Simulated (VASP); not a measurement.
**BAs: what moves the LDA gap besides the functional**

Aim: test what besides the functional moves the gap of BAs. The starting structure is a measured crystal structure from the Crystallography Open Database. Cell and atoms stay as given unless a step says otherwise.

Method: Kohn-Sham DFT with plane waves and PAW; LDA, in VASP 6.6.1.

### 1. The starting structure

Symmetry: F-43m, No. 216, cubic system. Conventional cell: a = 4.777 Å, b = 4.777 Å, c = 4.777 Å, α = 90.00°, β = 90.00°, γ = 90.00°. As has 4 B at 2.07 Å nearest. B has 4 As at 2.07 Å nearest. Farther neighbours are not listed.

As a file:

```xyz
2
Lattice="0.0000 2.3885 2.3885 2.3885 0.0000 2.3885 2.3885 2.3885 0.0000" Properties=species:S:1:pos:R:3 pbc="T T T"
As    3.5827    3.5827    3.5827
B     0.0000    0.0000    0.0000
```

### 2. Reference bands

File INCAR:

```
SYSTEM = BAs
PREC = Accurate
ENCUT = 370
EDIFF = 1E-06
NELM = 100
ISMEAR = 0
SIGMA = 0.03
LREAL = .FALSE.
ALGO = Normal
GGA = CA
NBANDS = 16
LORBIT = 11
LWAVE = .FALSE.
LCHARG = .FALSE.
KPAR = 4
```

File POSCAR:

```
BAs
1.0
    0.0000000000      2.3885000000      2.3885000000
    2.3885000000      0.0000000000      2.3885000000
    2.3885000000      2.3885000000      0.0000000000
As B
1 1
Direct
    0.7500000000      0.7500000000      0.7500000000
    0.0000000000      0.0000000000      0.0000000000
```

File KPOINTS:

```
Automatic mesh
0
Gamma
8 8 8
0 0 0
```

File KPOINTS_OPT:

```
Line mode
10
Line-mode
Reciprocal
  0.00000000   0.00000000   0.00000000 GAMMA
  0.50000000   0.00000000   0.50000000 X

  0.50000000   0.00000000   0.50000000 X
  0.50000000   0.25000000   0.75000000 W

  0.50000000   0.25000000   0.75000000 W
  0.37500000   0.37500000   0.75000000 K

  0.37500000   0.37500000   0.75000000 K
  0.00000000   0.00000000   0.00000000 GAMMA

  0.00000000   0.00000000   0.00000000 GAMMA
  0.50000000   0.50000000   0.50000000 L

  0.50000000   0.50000000   0.50000000 L
  0.62500000   0.25000000   0.62500000 U

  0.62500000   0.25000000   0.62500000 U
  0.50000000   0.25000000   0.75000000 W

  0.50000000   0.25000000   0.75000000 W
  0.50000000   0.50000000   0.50000000 L

  0.50000000   0.50000000   0.50000000 L
  0.37500000   0.37500000   0.75000000 K

  0.62500000   0.25000000   0.62500000 U
  0.50000000   0.00000000   0.50000000 X
```

PAW data sets: As and B (LDA family, release 64).

Started as:

```
mpirun -np 4 vasp_std
```

Output:

```text
[banner, memory and clock lines left out]
running    4 mpi-ranks, on    1 nodes
 distrk:  each k-point on    1 cores,    4 groups
 distr:  one band on    1 cores,    1 groups

 POSCAR found type information on POSCAR AsB
 POSCAR found :  2 types and       2 ions
 LDA part: xc-table for (Slater(with rela. corr.)+CA(PZ))
 , standard interpolation
 POSCAR, INCAR and KPOINTS ok, starting setup
 FFT: planning ... GRIDC
 FFT: planning ... GRID_SOFT
 FFT: planning ... GRID
 WAVECAR not read
 entering main loop
       N       E                     dE             d eps       ncg     rms          rms(c)
DAV:   1     0.524925777913E+01    0.52493E+01   -0.28124E+03   936   0.330E+02
DAV:   2    -0.132191546151E+02   -0.18468E+02   -0.17729E+02  1304   0.751E+01
DAV:   3    -0.136400456262E+02   -0.42089E+00   -0.42050E+00  1072   0.948E+00
DAV:   4    -0.136407202956E+02   -0.67467E-03   -0.67466E-03  1224   0.462E-01
DAV:   5    -0.136407212284E+02   -0.93275E-06   -0.93274E-06  1080   0.164E-02    0.502E+00
DAV:   6    -0.130110758292E+02    0.62965E+00   -0.15168E+00  1128   0.353E+00    0.231E+00
DAV:   7    -0.129305717525E+02    0.80504E-01   -0.16162E-01  1176   0.148E+00    0.923E-01
DAV:   8    -0.129175886230E+02    0.12983E-01   -0.17349E-02  1152   0.552E-01    0.954E-02
DAV:   9    -0.129176543898E+02   -0.65767E-04   -0.84166E-04  1008   0.131E-01    0.506E-02
DAV:  10    -0.129176492339E+02    0.51559E-05   -0.63899E-05  1152   0.330E-02    0.765E-03
DAV:  11    -0.129176492644E+02   -0.30498E-07   -0.85866E-07  1096   0.476E-03
   1 F= -.12917649E+02 E0= -.12917649E+02  d E =-.614914E-25
 Start KPOINTS_OPT (optional k-point list driver)
k-point batch [1-29\100]
       N       E                     dE             ncg
DAV:   1     0.453240274536E+03   -0.66718E+04      928
DAV:   2    -0.113550026541E+03   -0.56679E+03     1256
DAV:   3    -0.127094568671E+03   -0.13545E+02     1112
DAV:   4    -0.127115758860E+03   -0.21190E-01     1248
DAV:   5    -0.127115787668E+03   -0.28808E-04     1104
DAV:   6    -0.127115787727E+03   -0.59022E-07     1048
[...]
k-point batch [88-100\100]
       N       E                     dE             ncg
DAV:   1     0.436600439318E+04   -0.37707E+04      416
DAV:   2     0.411863301830E+04   -0.24737E+03      552
DAV:   3     0.411345165570E+04   -0.51814E+01      512
DAV:   4     0.411344309748E+04   -0.85582E-02      528
DAV:   5     0.411344308366E+04   -0.13813E-04      528
DAV:   6     0.411344308363E+04   -0.35659E-07      472
```

The job ended after 5.8 s (4 MPI ranks of Intel Xeon Platinum 8375C at 2.90GHz (Ice Lake), shared host; peak memory 0.48 GiB; 16 s of CPU time).

The logs omit lines about the potential files and the build; timing stands in the text.

From OUTCAR (step 2):

```text
ion  position               nearest neighbor table
   1  0.750  0.750  0.750-   2 2.07   2 2.07   2 2.07   2 2.07
   2  0.000  0.000  0.000-   1 2.07   1 2.07   1 2.07   1 2.07

  LATTYP: Found a face centered cubic cell.
 ALAT       =     4.7770000000

 Subroutine GETGRP returns: Found 24 space group operations
 (whereof 24 operations were pure point group operations)

The static configuration has the point symmetry T_d .

 Found     29 irreducible k-points:

   k-points           NKPTS =     29   k-points in BZ     NKDIM =     29   number of bands    NBANDS=     16

   dimension x,y,z NGX =    24 NGY =   24 NGZ =   24
   dimension x,y,z NGXF=    48 NGYF=   48 NGZF=   48

   ENCUT  =  370.0 eV  27.19 Ry    5.21 a.u.   5.30  5.30  5.30*2*pi/ulx,y,z

   NELECT =       8.0000    total number of electrons

 k-points in reciprocal lattice and weights: Automatic mesh
   0.00000000  0.00000000  0.00000000       0.002
   0.12500000  0.00000000  0.00000000       0.016
   0.25000000  0.00000000  0.00000000       0.016
   0.37500000  0.00000000  0.00000000       0.016
   0.50000000  0.00000000  0.00000000       0.008
   0.12500000  0.12500000  0.00000000       0.012
   0.25000000  0.12500000  0.00000000       0.047
   0.37500000  0.12500000  0.00000000       0.047
   0.50000000  0.12500000  0.00000000       0.047
[...]
-0.37500000  0.50000000  0.12500000       0.023
  -0.25000000  0.50000000  0.25000000       0.012

 average (electrostatic) potential at core
       1 -51.9945       2 -31.9506

 E-fermi :   6.3674

 k-point     1 :       0.0000    0.0000    0.0000
  band No.  band energies     occupation
      1      -9.2192      2.00000
      2       6.1578      2.00000
      3       6.1578      2.00000
      4       6.1578      2.00000
      5       9.4066      0.00000
      6       9.4066      0.00000
      7       9.4066      0.00000
      8      10.8504      0.00000
      9      15.5134      0.00000
    ...

 k-point     2 :       0.1250    0.0000    0.0000
  band No.  band energies     occupation
      1      -8.9640      2.00000
      2       4.2027      2.00000
      3       5.7200      2.00000
      4       5.7200      2.00000
      5       9.5203      0.00000
      6       9.9813      0.00000
      7       9.9813      0.00000
      8      12.0995      0.00000
      9      16.4610      0.00000
    ...

 k-point     3 :       0.2500    0.0000    0.0000
  band No.  band energies     occupation
      1      -8.2212      2.00000
      2       1.2365      2.00000
      3       5.0112      2.00000
      4       5.0112      2.00000
      5       9.2061      0.00000
      6      10.7761      0.00000
      7      10.7761      0.00000
      8      13.9649      0.00000
      9      17.2589      0.00000
    ...

  Total       -0.5353380     -0.5353380     -0.5353380      0.0000000      0.0000000      0.0000000
  in kB      -31.4726220    -31.4726220    -31.4726220      0.0000000      0.0000000      0.0000000
  external PRESSURE =     -31.4726220 kB  Pullay stress =       0.0000000 kB

  energy-cutoff  :      370.00
  volume of cell :       27.25
      direct lattice vectors                 reciprocal lattice vectors
     0.000000000  2.388500000  2.388500000    -0.209336404  0.209336404  0.209336404
     2.388500000  0.000000000  2.388500000     0.209336404 -0.209336404  0.209336404
     2.388500000  2.388500000  0.000000000     0.209336404  0.209336404 -0.209336404

 POSITION                                       TOTAL-FORCE (eV/Angst)
 -----------------------------------------------------------------------------------
      3.58275      3.58275      3.58275        -0.000000     -0.000000     -0.000000
      0.00000      0.00000      0.00000         0.000000      0.000000      0.000000
 -----------------------------------------------------------------------------------
    total drift:                               -0.000000     -0.000000     -0.000000

  FREE ENERGIE OF THE ION-ELECTRON SYSTEM (eV)
  ---------------------------------------------------
  free  energy   TOTEN  =       -12.9176492644 eV

  energy  without entropy=      -12.9176492644  energy(sigma->0) =      -12.91764926

 total charge
# of ion       s       p       d       tot
------------------------------------------
    1        1.179   1.675   0.086   2.940
    2        0.651   1.182   0.000   1.833
--------------------------------------------------
tot          1.830   2.856   0.086   4.773

[... 3 further parts left out ...]
```

Spin-orbit coupling is off here; it would split degenerate levels. At this level the cell is under a tension of 3.1 GPa, so at these settings it is away from equilibrium.

The reference gap is 1.125 eV.

### 3. Bands with cell and atoms relaxed by LDA

Against step 2 the input has another starting structure. The cell comes from a relaxation at this level, not shown (26.67 Å³).

INCAR is that of step 2.

File POSCAR:

```
BAs
1.0
    0.0000000000      2.3712505693      2.3712505693
    2.3712505693      0.0000000000      2.3712505693
    2.3712505693      2.3712505693      0.0000000000
As B
1 1
Direct
    0.7500000000      0.7500000000      0.7500000000
    0.0000000000      0.0000000000      0.0000000000
```

KPOINTS is that of step 2.

KPOINTS_OPT is that of step 2.

Started as:

```
mpirun -np 4 vasp_std
```

Output:

```text
[... set-up lines as in an earlier step ...]
 entering main loop
       N       E                     dE             d eps       ncg     rms          rms(c)
DAV:   1     0.649791356219E+01    0.64979E+01   -0.29306E+03   928   0.334E+02
DAV:   2    -0.132466268692E+02   -0.19745E+02   -0.19130E+02  1272   0.772E+01
DAV:   3    -0.136925901568E+02   -0.44596E+00   -0.44555E+00  1104   0.989E+00
DAV:   4    -0.136932292228E+02   -0.63907E-03   -0.63906E-03  1192   0.467E-01
[...]
DAV:   9    -0.129232753662E+02   -0.66983E-04   -0.84903E-04  1032   0.133E-01    0.527E-02
DAV:  10    -0.129232696781E+02    0.56881E-05   -0.64302E-05  1128   0.333E-02    0.800E-03
DAV:  11    -0.129232696746E+02    0.34995E-08   -0.85507E-07  1160   0.478E-03
   1 F= -.12923270E+02 E0= -.12923270E+02  d E =-.321480E-32
 Start KPOINTS_OPT (optional k-point list driver)
k-point batch [1-29\100]
       N       E                     dE             ncg
DAV:   1     0.483384332343E+03   -0.66440E+04      928
DAV:   2    -0.793659736933E+02   -0.56275E+03     1320
DAV:   3    -0.916362378001E+02   -0.12270E+02     1104
DAV:   4    -0.916536458386E+02   -0.17408E-01     1272
DAV:   5    -0.916536692856E+02   -0.23447E-04     1072
DAV:   6    -0.916536693318E+02   -0.46150E-07     1088
[...]
k-point batch [88-100\100]
       N       E                     dE             ncg
DAV:   1     0.510942303084E+04   -0.34773E+04      416
DAV:   2     0.485491484592E+04   -0.25451E+03      552
DAV:   3     0.484990200264E+04   -0.50128E+01      536
DAV:   4     0.484989441679E+04   -0.75859E-02      504
DAV:   5     0.484989440501E+04   -0.11772E-04      568
DAV:   6     0.484989440499E+04   -0.26839E-07      448
```

Run time: 5 s. Hardware: 4 MPI ranks; peak memory 0.48 GiB.

Parts of OUTCAR (step 3):

```text
  Total       -0.0138002     -0.0138002     -0.0138002      0.0000000      0.0000000      0.0000000
  in kB       -0.8291540     -0.8291540     -0.8291540      0.0000000      0.0000000      0.0000000
  external PRESSURE =      -0.8291540 kB  Pullay stress =       0.0000000 kB

 POSITION                                       TOTAL-FORCE (eV/Angst)
 -----------------------------------------------------------------------------------
      3.55688      3.55688      3.55688         0.000000      0.000000      0.000000
      0.00000      0.00000      0.00000        -0.000000     -0.000000     -0.000000
 -----------------------------------------------------------------------------------
    total drift:                               -0.000000     -0.000000     -0.000000

  FREE ENERGIE OF THE ION-ELECTRON SYSTEM (eV)
  ---------------------------------------------------
  free  energy   TOTEN  =       -12.9232696746 eV

  energy  without entropy=      -12.9232696746  energy(sigma->0) =      -12.92326967

[... 1 part as in an earlier step ...]

[... 2 further parts left out ...]
[key lines of the parts left out:]
E-fermi :   6.6490
```

With cell and atoms relaxed by LDA the gap is 1.105 eV, -0.020 eV from the reference.

### 4. Bands with no band path

Against step 2 the input has no band path (also changed: NBANDS).

Edit INCAR of step 3 so:

```diff
@@ -10,3 +10,3 @@
 GGA = CA
-NBANDS = 16
+NBANDS = 10
 LORBIT = 11
```

File POSCAR:

```
BAs
1.0
    0.0000000000      2.3885000000      2.3885000000
    2.3885000000      0.0000000000      2.3885000000
    2.3885000000      2.3885000000      0.0000000000
As B
1 1
Direct
    0.7500000000      0.7500000000      0.7500000000
    0.0000000000      0.0000000000      0.0000000000
```

KPOINTS is that of step 3.

Started as:

```
mpirun -np 4 vasp_std
```

Output:

```text
[... set-up lines as in an earlier step ...]
 entering main loop
       N       E                     dE             d eps       ncg     rms          rms(c)
DAV:   1     0.480512147347E+01    0.48051E+01   -0.28839E+03   580   0.522E+02
DAV:   2    -0.131258302807E+02   -0.17931E+02   -0.17303E+02   820   0.890E+01
DAV:   3    -0.136392069843E+02   -0.51338E+00   -0.51177E+00   692   0.138E+01
DAV:   4    -0.136407191694E+02   -0.15122E-02   -0.15120E-02   740   0.831E-01
[...]
DAV:  10    -0.129176480218E+02   -0.70369E-05   -0.84530E-05   638   0.536E-02    0.140E-02
DAV:  11    -0.129176495148E+02   -0.14930E-05   -0.15594E-06   700   0.907E-03    0.127E-02
DAV:  12    -0.129176493313E+02    0.18357E-06   -0.84586E-07   382   0.409E-03
   1 F= -.12917649E+02 E0= -.12917649E+02  d E =-.922190E-18
```

It took 4 s on 4 MPI ranks; peak memory 0.44 GiB; 6.7 s of CPU time.

From OUTCAR (step 4):

```text
  Total       -0.5370723     -0.5370723     -0.5370723      0.0000000      0.0000000     -0.0000000
  in kB      -31.5745827    -31.5745827    -31.5745827      0.0000000      0.0000000     -0.0000000
  external PRESSURE =     -31.5745827 kB  Pullay stress =       0.0000000 kB

 POSITION                                       TOTAL-FORCE (eV/Angst)
 -----------------------------------------------------------------------------------
      3.58275      3.58275      3.58275         0.000000      0.000000      0.000000
      0.00000      0.00000      0.00000        -0.000000     -0.000000     -0.000000
 -----------------------------------------------------------------------------------
    total drift:                               -0.000000     -0.000000     -0.000000

  FREE ENERGIE OF THE ION-ELECTRON SYSTEM (eV)
  ---------------------------------------------------
  free  energy   TOTEN  =       -12.9176493313 eV

  energy  without entropy=      -12.9176493313  energy(sigma->0) =      -12.91764933

[... 1 part as in an earlier step ...]

[... 2 further parts left out ...]
[key lines of the parts left out:]
E-fermi :   6.3285
```

With no band path the gap is 1.137 eV, +0.012 eV from the reference, read on the mesh alone.

### 5. Bands with a cutoff of 510 eV

Against step 2 the input has ENCUT = 510.

Edit INCAR of step 4 so:

```diff
@@ -2,3 +2,3 @@
 PREC = Accurate
-ENCUT = 370
+ENCUT = 510
 EDIFF = 1E-06
@@ -10,3 +10,3 @@
 GGA = CA
-NBANDS = 10
+NBANDS = 16
 LORBIT = 11
```

POSCAR is that of step 4.

KPOINTS is that of step 4.

KPOINTS_OPT is that of step 3.

Started as:

```
mpirun -np 4 vasp_std
```

Output:

```text
[... set-up lines as in an earlier step ...]
 entering main loop
       N       E                     dE             d eps       ncg     rms          rms(c)
DAV:   1     0.111677446347E+02    0.11168E+02   -0.33453E+03   928   0.428E+02
DAV:   2    -0.129805603838E+02   -0.24148E+02   -0.22840E+02  1240   0.903E+01
DAV:   3    -0.136410218589E+02   -0.66046E+00   -0.65966E+00  1128   0.125E+01
DAV:   4    -0.136421640566E+02   -0.11422E-02   -0.11422E-02  1168   0.617E-01
[...]
DAV:   9    -0.129185578198E+02   -0.68210E-04   -0.85436E-04  1016   0.132E-01    0.499E-02
DAV:  10    -0.129185524081E+02    0.54117E-05   -0.66139E-05  1152   0.348E-02    0.757E-03
DAV:  11    -0.129185523920E+02    0.16095E-07   -0.91364E-07  1120   0.509E-03
   1 F= -.12918552E+02 E0= -.12918552E+02  d E =-.787810E-25
 Start KPOINTS_OPT (optional k-point list driver)
k-point batch [1-29\100]
       N       E                     dE             ncg
DAV:   1     0.553483552369E+03   -0.80353E+04      928
DAV:   2    -0.108437249113E+03   -0.66192E+03     1256
DAV:   3    -0.127132032852E+03   -0.18695E+02     1160
DAV:   4    -0.127166547513E+03   -0.34515E-01     1168
DAV:   5    -0.127166589869E+03   -0.42356E-04     1184
DAV:   6    -0.127166589951E+03   -0.82817E-07      968
[...]
k-point batch [88-100\100]
       N       E                     dE             ncg
DAV:   1     0.516660886521E+04   -0.40196E+04      416
DAV:   2     0.486028184478E+04   -0.30633E+03      576
DAV:   3     0.485271274083E+04   -0.75691E+01      544
DAV:   4     0.485269921054E+04   -0.13530E-01      504
DAV:   5     0.485269918993E+04   -0.20609E-04      560
DAV:   6     0.485269918988E+04   -0.48580E-07      480
```

It took 9.4 s on 4 MPI ranks; peak memory 0.57 GiB.

[end of part 1 of 2]

[Lines on the potential files, build, host, timing and source positions are cut from VASP's logs without a mark.]

[Logs are printed without paths, hosts, clocks, repeated set-up lines and the standing remarks that a program may print on its own settings, such as how far it seeks lower states.]

[Hosts, paths, dates, database ids (printed as entryN), source tags and the programs' standing remarks are cut or masked in the printed files.]
